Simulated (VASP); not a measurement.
# TcSe2 (R-3m) in VASP: further runs

The runs below take TcSe2 through single point, with r2SCAN+U, PBEsol+U.

Program: VASP 6.6.1. These are calculated values, not measurements. Logs are shortened: lines on timing, memory, paths and dates and some standing lists are left out, and cuts for length are marked.

### Step 1. Starting point

The structure is trigonal, space group R-3m (No. 166). Conventional cell: a = 3.857 Å, b = 3.857 Å, c = 17.491 Å, α = 90.00°, β = 90.00°, γ = 120.00°. Around Tc (site symmetry -3m) lie 6 Se at 2.64 Å. Around Se (site symmetry 3m) lie 3 Tc at 2.64 Å.

The cell was built by a generator and needn't be a form met in nature.

### Step 2. Single point, r2SCAN+U, collinear spin, zero start

File INCAR:

```
SYSTEM = TcSe2
ALGO = Normal ; EDIFF = 1E-6
ENCUT = 520 ; ISIF = 2
ISMEAR = 0 ; ISPIN = 2
LASPH = .True. ; LCHARG = .False.
LDAU = .True. ; LDAUJ = 0 0
LDAUL = 2 -1 ; LDAUPRINT = 1
LDAUTYPE = 2 ; LDAUU = 7 0
LMAXMIX = 4 ; LMIXTAU = .True.
LORBIT = 11 ; LREAL = .False.
LWAVE = .False. ; MAGMOM = 0 0 0
METAGGA = R2SCAN ; NELM = 60
PREC = Accurate ; SIGMA = 0.05
```

File KPOINTS:

```
k-points
0
Gamma
  6 6 6
  0 0 0
```

File POSCAR:

```
TcSe2
1.0
    1.9284189500      1.1133732000      5.8303367600
   -1.9284189500      1.1133732000      5.8303367600
    0.0000000000     -2.2267463900      5.8303367600
Tc Se
1 2
Direct
    0.0000000000      0.0000000000      0.0000000000
    0.2520000000      0.2520000000      0.2520000000
    0.7480000000      0.7480000000      0.7480000000
```

Potentials or basis: VASP PAW PBE potentials, release 64 (Tc_pv, Se).

Started as:

```
cat potpaw_PBE.64/Tc_pv/POTCAR potpaw_PBE.64/Se/POTCAR > POTCAR
mpirun -np 1 vasp_std > vasp.out
```

OUTCAR:

```text
SYSTEM = TcSe2
   EDIFF = 1E-6
   ENCUT = 520
   ISIF = 2
   ISMEAR = 0
   ISPIN = 2
   LASPH = .True.
   LORBIT = 11
   LREAL = .False.
   METAGGA = R2SCAN
   NELM = 60
   PREC = Accurate

 ion  position               nearest neighbor table
   1  0.000  0.000  0.000-   3 2.64   2 2.64   3 2.64   3 2.64   2 2.64   2 2.64
   2  0.252  0.252  0.252-   1 2.64   1 2.64   1 2.64
   3  0.748  0.748  0.748-   1 2.64   1 2.64   1 2.64

  LATTYP: Found a trigonal (rhomboedric) cell.
 ALAT       =     6.2410917526
 COS(alpha) =     0.8090535272

  Lattice vectors:

 A1 = (   1.9284189500,   1.1133732000,   5.8303367600)
 A2 = (  -1.9284189500,   1.1133732000,   5.8303367600)
 A3 = (   0.0000000000,  -2.2267463900,   5.8303367600)

Analysis of symmetry for initial positions (statically):
=====================================================================
 Subroutine PRICEL returns:
 Original cell was already a primitive cell.

 Routine SETGRP: Setting up the symmetry group for a
 trigonal (rhombohedral) supercell.

 Subroutine GETGRP returns: Found 12 space group operations
 (whereof 12 operations were pure point group operations)
 out of a pool of 12 trial point group operations.

The static configuration has the point symmetry D_3d.

Analysis of symmetry for dynamics (positions and initial velocities):
=====================================================================
 Subroutine PRICEL returns:
 Original cell was already a primitive cell.

 Routine SETGRP: Setting up the symmetry group for a
 trigonal (rhombohedral) supercell.

 Subroutine GETGRP returns: Found 12 space group operations
 (whereof 12 operations were pure point group operations)
 out of a pool of 12 trial point group operations.

The dynamic configuration has the point symmetry D_3d.

Analysis of structural, dynamic, and magnetic symmetry:
=====================================================================
 Subroutine PRICEL returns:
 Original cell was already a primitive cell.

 Routine SETGRP: Setting up the symmetry group for a
 trigonal (rhombohedral) supercell.

 Subroutine GETGRP returns: Found 12 space group operations
 (whereof 12 operations were pure point group operations)
 out of a pool of 12 trial point group operations.

The overall configuration has the point symmetry D_3d.

 Subroutine INISYM returns: Found 12 space group operations
 (whereof 12 operations are pure point group operations),
 and found     1 'primitive' translations

----------------------------------------------------------------------------------------

                                     Primitive cell

  volume of cell :      75.1081

  direct lattice vectors                    reciprocal lattice vectors
     1.928418950  1.113373200  5.830336760     0.259279759  0.149695239  0.057172226
    -1.928418950  1.113373200  5.830336760    -0.259279759  0.149695239  0.057172226
     0.000000000 -2.226746390  5.830336760     0.000000000 -0.299390478  0.057172227

  length of vectors
     6.241091753  6.241091753  6.241091749     0.304800461  0.304800461  0.304800462

  position of ions in fractional coordinates (direct lattice)
     0.000000000  0.000000000  0.000000000
     0.252000000  0.252000000  0.252000000
     0.748000000  0.748000000  0.748000000

  ion indices of the primitive-cell ions
   primitive index   ion index
                 1           1
                 2           2
                 3           3

----------------------------------------------------------------------------------------

 KPOINTS: k-points

Automatic generation of k-mesh.
 Grid dimensions read from file:
 generate k-points for:    6    6    6

 Generating k-lattice:

  Cartesian coordinates                     Fractional coordinates (reciprocal lattice)
     0.043213293  0.024949206  0.009528704     0.166666667  0.000000000  0.000000000
    -0.043213293  0.024949206  0.009528704     0.000000000  0.166666667  0.000000000
     0.000000000 -0.049898413  0.009528704     0.000000000  0.000000000  0.166666667

  Length of vectors
     0.050800077  0.050800077  0.050800077

  Shift w.r.t. Gamma in fractional coordinates (k-lattice)
     0.000000000  0.000000000  0.000000000

 Subroutine IBZKPT returns following result:
 ===========================================

 Found     32 irreducible k-points:

 Following reciprocal coordinates:
            Coordinates               Weight
  0.000000  0.000000  0.000000      1.000000
  0.166667 -0.000000 -0.000000      6.000000
  0.333333 -0.000000 -0.000000      6.000000
  0.500000 -0.000000 -0.000000      3.000000
  0.166667  0.166667 -0.000000      6.000000
  0.333333  0.166667 -0.000000     12.000000
[... 16 lines left out ...]
  0.500000  0.500000  0.166667      6.000000
 -0.333333  0.500000  0.166667     12.000000
 [... further k-points ...]
   k-points           NKPTS =     32   k-points in BZ     NKDIM =     32   number of bands    NBANDS=     16
   number of dos      NEDOS =    301   number of ions     NIONS =      3
   total plane-waves  NPLWV = 110592
   dimension x,y,z NGX =    48 NGY =   48 NGZ =   48
   dimension x,y,z NGXF=    96 NGYF=   96 NGZF=   96
   ions per type =               1   2
   NGX,Y,Z   is equivalent  to a cutoff of  12.79, 12.79, 12.79 a.u.
   NGXF,Y,Z  is equivalent  to a cutoff of  25.57, 25.57, 25.57 a.u.
 SYSTEM =  TcSe2
   PREC   = accura    normal or accurate (medium, high low for compatibility)
   ISTART =      0    job   : 0-new  1-cont  2-samecut
   ICHARG =      2    charge: 1-file 2-atom 10-const
   ISPIN  =      2    spin polarized calculation?
   LNONCOLLINEAR =      F non collinear calculations
   LSORBIT =      F    spin-orbit coupling
   LASPH  =      T    aspherical Exc in radial PAW
   ENCUT  =  520.0 eV  38.22 Ry    6.18 a.u.  11.60 11.60 11.60*2*pi/ulx,y,z
   NELM   =     60;   NELMIN=  2; NELMDL= -5     # of ELM steps
   EDIFF  = 0.1E-05   stopping-criterion for ELM
   LREAL  =      F    real-space projection
   EDIFFG = 0.1E-04   stopping-criterion for IOM
   NSW    =      0    number of steps for IOM
   IBRION =     -1    ionic relax: 0-MD 1-quasi-New 2-CG
   NFREE  =      0    steps in history (QN), initial steepest desc. (CG)
   ISIF   =      2    stress and relaxation
   ISYM   =      2    0-nonsym 1-usesym 2-fastsym
   POTIM  = 0.5000    time-step for ionic-motion
   TEBEG  =    0.0;   TEEND  =   0.0 temperature during run
   PSTRESS=    0.0 pullay stress
   NELECT =      25.0000    total number of electrons
   NUPDOWN=      -1.0000    fix difference up-down
   EMIN   =  10.00;   EMAX   =-10.00  energy-range for DOS
   EFERMI =   0.00;   METHOD = LEGACY
   ISMEAR =     0;   SIGMA  =   0.05  broadening in eV -4-tet -1-fermi 0-gaus
   EFERMI_NEDOS =   21; number of points for ismear=-14 and -15
   IALGO  =     38    algorithm
   IMIX   =      4    mixing-type and parameters
     AMIX     =   0.40;   BMIX     =  1.00
     AMIX_MAG =   1.60;   BMIX_MAG =  1.00
  volume/ion in A,a.u.               =      25.04       168.95
  Fermi-wavevector in a.u.,A,eV,Ry     =   1.134556  2.143999 17.513645  1.287217
  Thomas-Fermi vector in A             =   2.271260
   LORBIT       =     11    0 simple, 1 ext, 2 COOP (PROOUT), +10 PAW based schemes
 LDA+U is selected, type is set to LDAUTYPE =  2
   angular momentum for each species LDAUL =     2   -1
   U (eV)           for each species LDAUU =   7.0  0.0
   J (eV)           for each species LDAUJ =   0.0  0.0
   METAGGA = R2SCAN    functional components
   LHFCALC =     F    Hartree Fock is set to
   AEXX    =    0.0000 exact exchange contribution
   IVDW    =     0    specifies the selected vdW correction
   LEPSILON=     F    determine dielectric tensor
   LRPA    =     F    only Hartree local field effects (RPA)
 spin polarized calculation
 Gauss-broadening in eV      SIGMA  =   0.05
  energy-cutoff  :      520.00
  volume of cell :       75.11
 maximum number of plane-waves:      2040
 NGX is ok and might be reduce to    48
   NGX = 23   NGY = 23   NGZ = 23

 number of electron      24.9999999 magnetization       0.0031779

atom =   1  type =  1  l = 2

 onsite density matrix

spin component  1

  0.4981  0.0000 -0.0000 -0.1718  0.0000
  0.0000  0.4467  0.0000  0.0000 -0.1718
 -0.0000  0.0000  0.6060  0.0000 -0.0000
 -0.1718  0.0000  0.0000  0.4467 -0.0000
  0.0000 -0.1718 -0.0000 -0.0000  0.4981

spin component  2

  0.4982  0.0000 -0.0000 -0.1718  0.0000
  0.0000  0.4466  0.0000  0.0000 -0.1718
 -0.0000  0.0000  0.6059  0.0000 -0.0000
 -0.1718  0.0000  0.0000  0.4466  0.0000
  0.0000 -0.1718 -0.0000  0.0000  0.4982

 occupancies and eigenvectors

  o =  0.2987  v =  0.0000  0.0000  0.0000  0.0000  0.0000  0.0000  0.7577  0.0000  0.0000  0.6526      0.0000  0.0000  0.0000  0.0000  0.0000  0.0000  0.0000  0.0000  0.0000  0.0000
  o =  0.2987  v =  0.0000  0.0000  0.0000  0.0000  0.0000 -0.6526  0.0000 -0.0000 -0.7577  0.0000      0.0000  0.0000  0.0000  0.0000  0.0000  0.0000  0.0000  0.0000  0.0000  0.0000
  o =  0.2987  v =  0.0000  0.7577  0.0000  0.0000  0.6527  0.0000  0.0000  0.0000  0.0000  0.0000      0.0000  0.0000  0.0000  0.0000  0.0000  0.0000  0.0000  0.0000  0.0000  0.0000
  o =  0.2987  v = -0.6527  0.0000 -0.0000 -0.7577  0.0000  0.0000  0.0000  0.0000  0.0000  0.0000      0.0000  0.0000  0.0000  0.0000  0.0000  0.0000  0.0000  0.0000  0.0000  0.0000
  o =  0.6059  v =  0.0000  0.0000  0.0000  0.0000  0.0000  0.0000  0.0000 -1.0000  0.0000 -0.0000      0.0000  0.0000  0.0000  0.0000  0.0000  0.0000  0.0000  0.0000  0.0000  0.0000
  o =  0.6060  v =  0.0000  0.0000 -1.0000  0.0000 -0.0000  0.0000  0.0000  0.0000  0.0000  0.0000      0.0000  0.0000  0.0000  0.0000  0.0000  0.0000  0.0000  0.0000  0.0000  0.0000
  o =  0.6461  v =  0.0000 -0.6527 -0.0000  0.0000  0.7577  0.0000  0.0000  0.0000  0.0000  0.0000      0.0000  0.0000  0.0000  0.0000  0.0000  0.0000  0.0000  0.0000  0.0000  0.0000
  o =  0.6461  v = -0.7577  0.0000  0.0000  0.6527 -0.0000  0.0000  0.0000  0.0000  0.0000  0.0000      0.0000  0.0000  0.0000  0.0000  0.0000  0.0000  0.0000  0.0000  0.0000  0.0000
  o =  0.6461  v =  0.0000  0.0000  0.0000  0.0000  0.0000  0.0000 -0.6526 -0.0000  0.0000  0.7577      0.0000  0.0000  0.0000  0.0000  0.0000  0.0000  0.0000  0.0000  0.0000  0.0000
  o =  0.6461  v =  0.0000  0.0000  0.0000  0.0000  0.0000 -0.7577  0.0000  0.0000  0.6526 -0.0000      0.0000  0.0000  0.0000  0.0000  0.0000  0.0000  0.0000  0.0000  0.0000  0.0000

 number of electron      24.9999999 magnetization      -0.0000930

 Free energy of the ion-electron system (eV)
  ---------------------------------------------------
  ext. energy  EPLUGINS =         0.00000000
  ---------------------------------------------------
  free energy    TOTEN  =       -46.01923639 eV

  energy without entropy =      -46.01600121  energy(sigma->0) =      -46.01761880

 E-fermi :   3.1031     XC(G=0): -10.1100

 val. band max:        3.0609189857   @ k =  -0.3333   0.3333   0.3333
 cond. band min:       3.1316397865   @ k =   0.3333   0.3333  -0.0000
 fundamental gap:      0.0707208008
 Fermi energy:         3.1030640211

 spin component 1

 k-point     1 :       0.0000    0.0000    0.0000
  band No.  band energies     occupation
      1     -36.4672      1.00000
      2     -36.4672      1.00000
      3     -36.3486      1.00000
      4     -10.5587      1.00000
      5      -9.0873      1.00000
      6      -1.5826      1.00000
[... 8 lines left out ...]
     15       7.2837      0.00000
     16       7.2837      0.00000
[... 879 lines left out ...]
 k-point    24 :      -0.3333    0.5000    0.1667
  band No.  band energies     occupation
      1     -36.4942      1.00000
      2     -36.4785      1.00000
      3     -36.3427      1.00000
      4      -9.3598      1.00000
      5      -9.2992      1.00000
      6      -1.3943      1.00000
[... 8 lines left out ...]
     15       6.9894      0.00000
     16       7.2572      0.00000

 [... further k-points ...]

------------------------ aborting loop because EDIFF is reached ----------------------------------------

  FORCE on cell =-STRESS in cart. coord.  units (eV):
  Direction    XX          YY          ZZ          XY          YZ          ZX
  --------------------------------------------------------------------------------------
  -------------------------------------------------------------------------------------
  Total       -5.8255042     -5.8255042     -2.0277609      0.0000000     -0.0000000      0.0000000
  in kB     -124.2673570   -124.2673563    -43.2553961      0.0000000     -0.0000000      0.0000000
  external PRESSURE =     -97.2633698 kB  Pullay stress =       0.0000000 kB

 VOLUME and BASIS-vectors are now :
 -----------------------------------------------------------------------------
  energy-cutoff  :      520.00
  volume of cell :       75.11
      direct lattice vectors                 reciprocal lattice vectors
     1.928418950  1.113373200  5.830336760     0.259279759  0.149695239  0.057172226
    -1.928418950  1.113373200  5.830336760    -0.259279759  0.149695239  0.057172226
     0.000000000 -2.226746390  5.830336760     0.000000000 -0.299390478  0.057172227

 POSITION                                       TOTAL-FORCE (eV/Angst)
 -----------------------------------------------------------------------------------
      0.00000      0.00000      0.00000         0.000000     -0.000000      0.000000
      0.00000      0.00000      4.40773        -0.000000      0.000000      0.767360
      0.00000      0.00000     13.08328        -0.000000     -0.000000     -0.767360
 -----------------------------------------------------------------------------------
    total drift:                                0.000000      0.000000     -0.000000

  FREE ENERGIE OF THE ION-ELECTRON SYSTEM (eV)
  ---------------------------------------------------
  free  energy   TOTEN  =       -46.0192363914 eV

  energy  without entropy=      -46.0160012074  energy(sigma->0) =      -46.01761880

 total charge

# of ion       s       p       d       tot
------------------------------------------
    1        0.316   6.263   4.950  11.530
    2        1.474   2.283   0.036   3.792
    3        1.474   2.283   0.036   3.792
--------------------------------------------------
tot          3.263  10.830   5.021  19.114

 magnetization (x)

# of ion       s       p       d       tot
------------------------------------------
    1        0.000  -0.000   0.000   0.000
    2       -0.000  -0.000   0.000  -0.000
    3       -0.000  -0.000   0.000  -0.000
--------------------------------------------------
tot          0.000  -0.000   0.000  -0.000
```

Run time: 16 min. Hardware: 1 thread of Intel Xeon Platinum 8559C (Emerald Rapids), shared host; peak memory 0.51 GiB.

Results:

```yaml
Free_energy: -46.0192 eV
Pressure: -9.7 GPa
Largest_force: 0.767 eV/Å
Band_gap_on_the_k_mesh: none (metal or under the smearing width)
Net_moment: 0.00 μB per cell
Valence_electrons_inside_the_program's_atomic_spheres: Tc 11.53; Se 3.79
```

Forces in eV/Å, atoms in the order of the input:
```
Tc   0.000  0.000  0.000
Se   0.000  0.000  0.767
Se   0.000  0.000 -0.767
```

Levels at points of the mesh, in eV from the Fermi level:
Spin up:
| k point | band 8 | band 9 | band 10 | band 11 | band 12 | band 13 | band 14 | band 15 | band 16 |
| --- | --- | --- | --- | --- | --- | --- | --- | --- | --- |
| (0.00, 0.00, 0.00) | -2.79 | -1.03 | -1.03 | 0.11 | 0.11 | 0.14 | 0.67 | 4.18 | 4.18 |
| (0.50, 0.00, 0.00) | -2.89 | -2.60 | -1.60 | -1.19 | -0.38 | -0.36 | -0.06 | 3.88 | 4.14 |
| (0.50, 0.50, 0.00) | -2.38 | -1.96 | -1.56 | -0.87 | -0.64 | -0.34 | -0.05 | 4.41 | 4.72 |
| (0.50, 0.50, 0.50) | -2.73 | -1.59 | -0.98 | -0.98 | -0.15 | -0.15 | 0.38 | 4.33 | 4.33 |
Spin down:
| k point | band 10 | band 11 | band 12 | band 13 | band 14 | band 15 |
| --- | --- | --- | --- | --- | --- | --- |
| (0.00, 0.00, 0.00) | -1.03 | 0.11 | 0.11 | 0.14 | 0.67 | 4.18 |
| (0.50, 0.00, 0.00) | -1.60 | -1.19 | -0.38 | -0.36 | -0.06 | 3.88 |
| (0.50, 0.50, 0.00) | -1.56 | -0.87 | -0.64 | -0.34 | -0.05 | 4.41 |
| (0.50, 0.50, 0.50) | -0.98 | -0.98 | -0.15 | -0.15 | 0.38 | 4.33 |

Eigenvalues of the final occupation matrices:
| site | spin | trace | eigenvalues |
| --- | --- | --- | --- |
| site 1 d | 1 | 2.50 | 0.30 0.30 0.61 0.65 0.65 |
| site 1 d | 2 | 2.50 | 0.30 0.30 0.61 0.65 0.65 |

Caveat: the PAW data sets were made with another functional, which shifts forces and pressure a little.

### Step 3. Single point, r2SCAN+U, collinear spin, random start

File INCAR:

```
SYSTEM = TcSe2
PREC     = Accurate       ! precision mode
ENCUT    = 520            ! plane-wave cutoff, eV
EDIFF    = 1E-7           ! SCF threshold, eV
ISMEAR   = 0              ! smearing method
SIGMA    = 0.05           ! smearing width, eV
LREAL    = .FALSE.        ! projectors in reciprocal space
LASPH    = .TRUE.         ! aspherical terms in the spheres
NELM     = 80             ! most SCF steps
ALGO     = Normal         ! electronic algorithm
ISIF     = 2              ! what is computed and relaxed
LWAVE    = .FALSE.        ! write WAVECAR
LCHARG   = .TRUE.         ! write CHGCAR
ISPIN    = 2              ! spin polarisation
MAGMOM   = -0.11 0 0      ! initial moments
LORBIT   = 11             ! projections on sites
LMAXMIX  = 4              ! l up to which the mixer works
LDAU     = .TRUE.         ! DFT+U
LDAUTYPE = 2            
LDAUL    = 2 -1           ! shell
LDAUU    = 7 0            ! U, eV
LDAUJ    = 0 0          
LDAUPRINT= 1            
METAGGA  = R2SCAN         ! meta-GGA
LMIXTAU  = .TRUE.       
LELF     = .TRUE.         ! ELF
LVHAR    = .TRUE.
```

File KPOINTS:

```
Automatic mesh
0
G
  6 6 6
  0 0 0
```

POSCAR is that of step 2.

Potentials or basis: VASP PAW PBE potentials, release 64 (Tc_pv, Se).

Started as:

```
cat potpaw_PBE.64/Tc_pv/POTCAR potpaw_PBE.64/Se/POTCAR > POTCAR
mpirun -np 1 vasp_std > vasp.out
```

Run time: 9.7 min. Hardware: 1 thread of Intel Xeon Platinum 8559C (Emerald Rapids), shared host; peak memory 0.49 GiB.

The run converged. Its results:

```
Free energy                                           : -50.6543 eV
Pressure                                              : 1.6 GPa
Largest force                                         : 0.219 eV/Å
Band gap on the k mesh                                : none (metal or under the smearing width)
Net moment                                            : -3.00 μB per cell
Site moments                                          : Tc -3.79; Se +0.30 μB
Valence electrons inside the program's atomic spheres : Tc 11.45; Se 3.88
```

Forces on the atoms (eV/Å):
```
Tc   0.000  0.000  0.000
Se   0.000  0.000 -0.219
Se   0.000  0.000  0.219
```

Stress tensor (GPa, compression positive):
```
0.74 0.00 0.00
0.00 0.74 0.00
0.00 0.00 3.19
```

Levels at points of the mesh, in eV from the Fermi level:
Spin up:
| k point | band 7 | band 8 | band 9 | band 10 | band 11 | band 12 | band 13 | band 14 | band 15 | band 16 |
| --- | --- | --- | --- | --- | --- | --- | --- | --- | --- | --- |
| (0.00, 0.00, 0.00) | -3.23 | -3.23 | -0.87 | -0.87 | -0.29 | 2.47 | 2.47 | 3.41 | 4.14 | 4.14 |
| (0.50, 0.00, 0.00) | -4.00 | -3.20 | -3.04 | -2.54 | -2.19 | 2.27 | 3.21 | 3.56 | 4.53 | 4.55 |
| (0.50, 0.50, 0.00) | -4.53 | -2.77 | -2.55 | -2.01 | -1.81 | 1.72 | 3.44 | 3.65 | 4.75 | 4.82 |
| (0.50, 0.50, 0.50) | -3.12 | -3.12 | -2.54 | -1.11 | -1.11 | 2.43 | 2.43 | 3.02 | 4.41 | 4.41 |
Spin down:
| k point | band 12 | band 13 | band 14 | band 15 | band 16 |
| --- | --- | --- | --- | --- | --- |
| (0.00, 0.00, 0.00) | -0.47 | -0.47 | 0.25 | 1.45 | 1.45 |
| (0.50, 0.00, 0.00) | -3.47 | -2.19 | -1.91 | 0.51 | 1.03 |
| (0.50, 0.50, 0.00) | -3.99 | -2.25 | -1.44 | 1.65 | 1.71 |
| (0.50, 0.50, 0.50) | -2.08 | -0.72 | -0.72 | 1.68 | 1.68 |

Eigenvalues of the final occupation matrices:
```
    site  spin  trace               eigenvalues
site 1 d     1   0.56  0.03 0.03 0.03 0.23 0.23
site 1 d     2   4.24  0.72 0.72 0.93 0.93 0.93
```

Caveat: the PAW data sets were made with another functional, which shifts forces and pressure a little.

(Continued in part 2 of 2.)
